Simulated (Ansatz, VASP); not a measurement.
# Ga2O3: VASP beside Ansatz, part 2 of 2

One calculation is typed for both programs; each brings its own data sets. How far apart do they land? The cell is taken from a series of runs on this material, whose earlier steps may have relaxed, scaled, displaced or heated it; both programs get it as it stands.

VASP 6.6.1 and Ansatz 0.2.0.

So far: The starting structure; VASP: dielectric response, PBE.

## (3) Ansatz: dielectric response, PBE

Level of this step: Ansatz beside VASP: Kohn-Sham DFT, plane waves, PBE (Ansatz).

Ansatz runs on its default PAW (the set named soft_2) files.

The same cell, functional and mesh now go to Ansatz, which takes its cutoff from its data sets.

input.yaml reads:

```yaml
crystal:
  lattice:
    - [2.4986991939, 1.4426246522, 4.4835497685]
    - [-2.4986991939, 1.4426246522, 4.4835497685]
    - [0.0, -2.8852493044, 4.4835497685]
  atoms:
    - { symbol: Ga, position: [0.85558558, 0.85558558, 0.85558558] }
    - { symbol: Ga, position: [0.64441442, 0.64441442, 0.64441442] }
    - { symbol: Ga, position: [0.14441442, 0.14441442, 0.14441442] }
    - { symbol: Ga, position: [0.35558558, 0.35558558, 0.35558558] }
    - { symbol: O, position: [0.75, 0.44683282, 0.05316718] }
    - { symbol: O, position: [0.44683282, 0.05316718, 0.75] }
    - { symbol: O, position: [0.05316718, 0.75, 0.44683282] }
    - { symbol: O, position: [0.25, 0.55316718, 0.94683282] }
    - { symbol: O, position: [0.94683282, 0.25, 0.55316718] }
    - { symbol: O, position: [0.55316718, 0.94683282, 0.25] }
kpoints:
  mp_grid: { grid: [6, 6, 6] }
hamiltonian:
  xc: pbe
scf:
  occupations: { method: fixed }
dielectric: {}
```

Started as:

```console
$ ansatz run input.yaml --threads 3 --pin off --max-ram 92160MiB --backend cuda --devices 1 --max-vram 13GiB --events-out ev --progress --plain --runs-dir out
```

Numbers of over 12 decimals in the logs are rounded to 6 here.

Log:

```text
GPUs: using 1 of 1 available (devices: 1).
Engine: ansatz 0.2.0, x86_64-unknown-linux-gnu
Pseudopotentials: kind: paw
Pseudopotential: Ga, paw, valence charge 13, recommended cutoff 420 eV (normal), Ga.paw.azcp
Pseudopotential: O, paw, valence charge 6, recommended cutoff 420 eV (normal), O.paw.azcp
Functional definition: PBE
  parameter kappa = 0.804
  parameter beta = 0.066725
  exchange = pbe_x(kappa = kappa, mu = beta*pi^2/3)
  correlation = pbe_c(beta = beta)
device memory: the entry about to start is reckoned to put 2.5 GiB on a device that reports 57.4 GiB free (of which the cap on the GPU budget leaves the run 13.0 GiB)
GPU FFT provider: cuFFT
GPU libraries: cuBLAS 13.8.2, cuFFT 12.4.0, cuSOLVER 12.3.4
Crystal: 10 atoms, lattice volume = 96.971 Å³
Basis set: ecut = 420 eV, 1899 PW (Γ), exchange–correlation on 72×72×72 points (8 copies of the dense FFT grid, shifted against one another)
Bands: 54, of which v1, the nominal top of the filled ones, is band 44 counted from 1 (43 counted from 0)
Symmetry: 12 space group operations
k-points: 68 of 216 (irreducible under 2 space group operations, time reversal used)
Non-local potential: Ga, projectors of the file, l = 0: 2, l = 1: 2, l = 2: 3, l = 3: 1
Non-local potential: O, projectors of the file, l = 0: 2, l = 1: 2, l = 2: 1
PAW form: soft (Blöchl's): semilocal exchange-correlation on the pseudo side does not see the compensation charge
PAW one-centre angular grid: Ga, 590 points (default); XC on 64 Gauss nodes
PAW one-centre angular grid: O, 110 points (default); XC on 64 Gauss nodes
Initial density: superposition of atomic densities (neutral atoms: chi_scale 0, normalization atom), corrected by the library's trained network
Initial wavefunctions: pseudopotential atomic-orbital guess
GPU buffer pool allocated for 46656 grid points (all kernels)
GPU transforms: local potential and band sums: pruned to the plane-wave sphere, on 36×36×36
Functional: x = pbe(κ = 0.804, μ = 0.219515), c = pbe(β = 0.066725)
SCF iter   1: F=—  HF=-18539.725296 eV  |F-HF|=—  |Δ(HF+E_count)|=         —  Δρ=1.03e-3  dr2=2.31e-4  ethr=1.77e-3  ⟨swp⟩=4.9  Hψ=11542  notcnv=0  defer=535
preconditioner: auto → Resta (q_TF=auto, 2.685 Å⁻¹)  ε∞=4.8  [insulator: Δε(μ)=2.783 eV  Ē_g=18.158 eV  n_scr=26 (ndim 8)  ℏωp=35.4 eV  f_vac=0.015  ε∞_Penn≈4.8]
SCF iter   2: F=—  HF=-18539.725820 eV  |F-HF|=—  |Δ(HF+E_count)|=   5.25e-4  Δρ=5.69e-4  dr2=6.68e-5  ethr=2.62e-7  ⟨swp⟩=2.7  Hψ=8287  notcnv=0  defer=544
SCF iter   3: F=—  HF=-18539.726173 eV  |F-HF|=—  |Δ(HF+E_count)|=   3.53e-4  Δρ=2.66e-4  dr2=1.95e-5  ethr=7.59e-8  ⟨swp⟩=2.0  Hψ=5771  notcnv=0  defer=440
SCF iter   4: F=—  HF=-18539.726261 eV  |F-HF|=—  |Δ(HF+E_count)|=   8.76e-5  Δρ=3.70e-5  dr2=1.11e-6  ethr=2.21e-8  ⟨swp⟩=2.0  Hψ=6357  notcnv=0  defer=388
SCF iter   5: F=—  HF=-18539.726621 eV  |F-HF|=—  |Δ(HF+E_count)|=   3.60e-4  Δρ=1.42e-5  dr2=2.03e-7  ethr=1.26e-9  ⟨swp⟩=2.0  Hψ=6279  notcnv=0  defer=312
SCF iter   6: F=—  HF=-18539.726621 eV  |F-HF|=—  |Δ(HF+E_count)|=   2.89e-7  Δρ=7.19e-6  dr2=3.03e-8  ethr=2.31e-10  ⟨swp⟩=2.0  Hψ=6357  notcnv=0  defer=312
SCF iter   7: F=—  HF=-18539.726621 eV  |F-HF|=—  |Δ(HF+E_count)|=   4.22e-9  Δρ=1.56e-6  dr2=2.33e-9  ethr=3.44e-11  ⟨swp⟩=2.0  Hψ=6227  notcnv=0  defer=312
SCF iter   8: F=—  HF=-18539.726621 eV  |F-HF|=—  |Δ(HF+E_count)|=   1.56e-9  Δρ=3.34e-7  dr2=1.14e-10  ethr=2.64e-12  ⟨swp⟩=2.2  Hψ=6051  notcnv=0  defer=312
SCF iter   9: F=-18539.726621 eV  HF=-18539.726621 eV  |F-HF|=3.64e-12  |Δ(HF+E_count)|=  1.46e-11  Δρ=6.46e-8  dr2=2.86e-12  ethr=1.00e-12  ⟨swp⟩=9.9  Hψ=13582  notcnv=0
SCF 1 converged in 9 iterations: F = -18539.726621 eV  dr2 = 2.86e-12
  greatest PAW one-centre occupation: 0.998 electrons in one spin orbital (limit 2), on the Ga atom at site 2 (counted from 0), in its partial waves of l = 2
the response reads at least the filled bands of the reference SCF and the lowest empty band at each k-point, and that SCF's band table does not vouch for those bands. The notice of the band table in this run's record says why
device memory: the entry about to start is reckoned to put 0.7 GiB on a device that reports 56.6 GiB free (of which the cap on the GPU budget leaves the run 12.9 GiB)
NSCF: frozen V_eff on 1 k-points
device memory: the entry about to start is reckoned to put 0.7 GiB on a device that reports 56.5 GiB free (of which the cap on the GPU budget leaves the run 12.9 GiB)
NSCF: frozen V_eff on 1 k-points
device memory: the entry about to start is reckoned to put 0.7 GiB on a device that reports 54.3 GiB free (of which the cap on the GPU budget leaves the run 12.9 GiB)
NSCF: frozen V_eff on 1 k-points
device memory: the entry about to start is reckoned to put 0.7 GiB on a device that reports 54.0 GiB free (of which the cap on the GPU budget leaves the run 12.9 GiB)
NSCF: frozen V_eff on 1 k-points
device memory: the entry about to start is reckoned to put 0.7 GiB on a device that reports 54.0 GiB free (of which the cap on the GPU budget leaves the run 12.9 GiB)
NSCF: frozen V_eff on 1 k-points
device memory: the entry about to start is reckoned to put 0.1 GiB (of the 0.2 GiB reckoned in all, the device holds 0.1 GiB already) on a device that reports 54.0 GiB free (of which the cap on the GPU budget leaves the run 12.9 GiB)
device memory: the entry about to start is reckoned to put 2.2 GiB (of the 2.4 GiB reckoned in all, the device holds 0.1 GiB already) on a device that reports 53.9 GiB free (of which the cap on the GPU budget leaves the run 12.9 GiB)
DFPT response loops at Γ: preconditioner auto → Resta (q_TF=auto, 2.685 Å⁻¹)  ε∞=4.6 (no band partly filled); β = 1.00, the filter's whole step (`scf.mixing.beta` (0.50) is not read by the response loops at its default; to damp them type it under 1.00, their step now; it binds the ground state too); Broyden in place of MSR1
── the response to a field inside a basis, on 6×6×6 k-points: an SCF that follows is theirs, and a resumed run solves both again ──
device memory: the entry about to start is reckoned to put 0.4 GiB on a device that reports 52.6 GiB free (of which the cap on the GPU budget leaves the run 12.9 GiB)
GPU FFT provider: cuFFT
GPU libraries: cuBLAS 13.8.2, cuFFT 12.4.0, cuSOLVER 12.3.4
Bands: 45, of which v1, the nominal top of the filled ones, is band 44 counted from 1 (43 counted from 0)
k-points: 28 of 216
Initial density: handed on by an earlier stage of this run
Initial wavefunctions: pseudopotential atomic-orbital guess (no wavefunctions were taken with the density)
GPU buffer pool allocated for 46656 grid points (all kernels)
GPU transforms: band sums: pruned to the plane-wave sphere, on 36×36×36
Eigensolver: Dense (28 Hₖ)
SCF iter   1: F=—  HF=-18539.369294 eV  |F-HF|=—  |Δ(HF+E_count)|=         —  Δρ=7.52e-4  dr2=1.52e-4  ethr=1.00e-1
preconditioner: auto → Resta (q_TF=auto, 2.685 Å⁻¹)  ε∞=6.7  [insulator: Δε(μ)=3.026 eV  Ē_g=14.753 eV  n_scr=26 (ndim 8)  ℏωp=35.4 eV  f_vac=0.016  ε∞_Penn≈6.7]
SCF iter   2: F=—  HF=-18539.369407 eV  |F-HF|=—  |Δ(HF+E_count)|=   1.13e-4  Δρ=4.28e-4  dr2=5.32e-5  ethr=1.73e-7
SCF iter   3: F=—  HF=-18539.369457 eV  |F-HF|=—  |Δ(HF+E_count)|=   5.09e-5  Δρ=5.70e-5  dr2=2.81e-6  ethr=6.04e-8
SCF iter   4: F=—  HF=-18539.369456 eV  |F-HF|=—  |Δ(HF+E_count)|=   1.05e-6  Δρ=2.58e-5  dr2=4.35e-7  ethr=3.19e-9
SCF iter   5: F=-18539.369457 eV  HF=-18539.369457 eV  |F-HF|=1.56e-8  |Δ(HF+E_count)|=   6.52e-7  Δρ=5.25e-6  dr2=3.16e-8  ethr=4.95e-10
SCF 1 converged in 5 iterations: F = -18539.369457 eV  dr2 = 3.16e-8
  greatest PAW one-centre occupation: 0.998 electrons in one spin orbital (limit 2), on the Ga atom at site 3 (counted from 0), in its partial waves of l = 2
device memory: the entry about to start is reckoned to put 0.1 GiB (of the 0.2 GiB reckoned in all, the device holds 0.1 GiB already) on a device that reports 51.5 GiB free (of which the cap on the GPU budget leaves the run 12.8 GiB)
device memory: the entry about to start is reckoned to put 2.2 GiB on a device that reports 49.9 GiB free (of which the cap on the GPU budget leaves the run 12.8 GiB)
DFPT response loops at Γ: preconditioner auto → Resta (q_TF=auto, 2.685 Å⁻¹)  ε∞=4.5 (no band partly filled); β = 1.00, the filter's whole step (`scf.mixing.beta` (0.50) is not read by the response loops at its default; to damp them type it under 1.00, their step now; it binds the ground state too); Broyden in place of MSR1
SCF converged after 9 iterations
Free energy (F): -18539.726621 eV
Harris-Foulkes:  -18539.726621 eV  (|F-HF|=3.64e-12)
Internal energy: -18539.726621 eV  (E = F + TS)
E sigma→0 (E₀):  -18539.726621 eV
Fermi energy:    9.148819 eV
--- Per-component energies (eV) ---
  E_band       = 7.459819
  E_kinetic    = 1524.241066
  E_local      = -8530.720676  (includes V_loc(G=0)·N_el)
  E_nonlocal   = 2024.128824
  E_hartree    = 3856.537244
  E_xc         = -713.432915
  E_vxc        = -791.912120  (∫ρ·V_xc dr)
  E_paw        = -8946.885688  (= ΣΔE_a)
  E_vpaw       = -1931.366478  (= ΣTr[D̂ρ^β])
  E_aug_tail   = 0.014648  (compensation charges beyond the density's cutoff)
  E_ewald      = -7753.609124
  E_smearing   = -0.000000  (= −TS)
  E_closure    = -0.000000  (closes the sum)
  Σ components = -18539.726621   (vs F -18539.726621, Δ=0.00e0)
--- Band table (eV; the first three rows and the last of 68) ---
  k-point 0: bands = [... 40 lower, 8.8342, 8.8342, 8.8970, 8.8970, 11.9366, 15.8181, 15.9705, 18.0314, ... 6 higher]
  k-point 1: bands = [... 40 lower, 8.6240, 8.7074, 8.9631, 9.0735, 12.7820, 15.7200, 16.3197, 17.6708, ... 6 higher]
  k-point 2: bands = [... 40 lower, 8.4266, 8.5067, 8.9551, 9.0905, 14.2613, 15.6010, 16.2641, 16.8800, ... 6 higher]
  k-point 67: bands = [... 40 lower, 8.8496, 8.8496, 8.8496, 8.8496, 14.9934, 14.9934, 17.0053, 17.0053, ... 6 higher]
--- Dielectric response (ions clamped): 3 representative field directions + reference, inside a basis on a mesh of 216 k-points (Σ response iterations 15) ---
  ε∞ (high-frequency dielectric tensor):
        4.409808     0.000000     0.000000
        0.000000     4.409808    -0.000000
        0.000000    -0.000000     4.282677
  Born effective charges Z* (e; rows j = field, columns β = displacement):
    site 0:
         3.31673    0.05260    0.00000
        -0.05260    3.31673   -0.00000
        -0.00000   -0.00000    3.25478
    site 1:
         3.31673   -0.05260    0.00000
         0.05260    3.31673   -0.00000
         0.00000   -0.00000    3.25478
    site 2:
         3.31673    0.05260    0.00000
        -0.05260    3.31673   -0.00000
        -0.00000   -0.00000    3.25478
    site 3:
         3.31673   -0.05260    0.00000
         0.05260    3.31673   -0.00000
         0.00000   -0.00000    3.25478
    site 4:
        -2.15620    0.09519   -0.33485
         0.09519   -2.26611   -0.19333
        -0.47130   -0.27211   -2.16985
    site 5:
        -2.32107   -0.00000    0.00000
         0.00000   -2.10124    0.38665
         0.00000    0.54421   -2.16985
    site 6:
        -2.15620   -0.09519    0.33485
        -0.09519   -2.26611   -0.19333
         0.47130   -0.27211   -2.16985
    site 7:
        -2.15620    0.09519   -0.33485
         0.09519   -2.26611   -0.19333
        -0.47130   -0.27211   -2.16985
    site 8:
        -2.15620   -0.09519    0.33485
        -0.09519   -2.26611   -0.19333
         0.47130   -0.27211   -2.16985
    site 9:
        -2.32107   -0.00000    0.00000
         0.00000   -2.10124    0.38665
         0.00000    0.54421   -2.16985
  Z* charge neutrality: 1.569e-2 e pre-enforcement
  solved inside a basis spanned on kpoints, on 6×6×6 k-points, its susceptibility summed on 10×10×10: ε∞ is read to err by 2.1e-2, Z* by 1.9e-2 e (field_mesh: kpoints solves on kpoints); Z* is corrected for what the basis lacks
```

## (4) Comparison

Known differences besides the potentials themselves: fixed occupations in Ansatz, narrow Gaussian smearing in VASP; VASP's response is taken on the typed mesh, Ansatz refines its own for the field response alone; the cutoff is 420 eV in Ansatz and 520 eV in VASP. Total energies have different zeros and are not compared.

Both answers:

```
                                     quantity  Ansatz   VASP  difference
                                        ε∞ xx    4.41   4.34     +1.61 %
                                        ε∞ yy    4.41   4.34     +1.61 %
                                        ε∞ zz    4.28   4.22     +1.51 %
Born charge of Ga1 (mean of the diagonal) (e)    3.30   3.28       +0.02
 Born charge of O5 (mean of the diagonal) (e)   -2.20  -2.18       -0.01
```

## (5) Outcome

```
difference in ε∞ xx (dielectric response, PBE) : 1.6 %
```

In words: The difference in ε∞ xx is 1.6 % (dielectric response, PBE), within the 5 % picked in this series as the mark of a large difference. How closely two codes agree says nothing of how well the functional describes the real material.

[Lines on the potential files, build, host, timing and source positions are cut from VASP's logs without a mark.]

[Logs are printed without paths, hosts, clocks, repeated set-up lines and the standing remarks that a program may print on its own settings, such as how far it seeks lower states.]

[Hosts, paths, dates, database ids (printed as entryN), source tags and the programs' standing remarks are cut or masked in the printed files.]
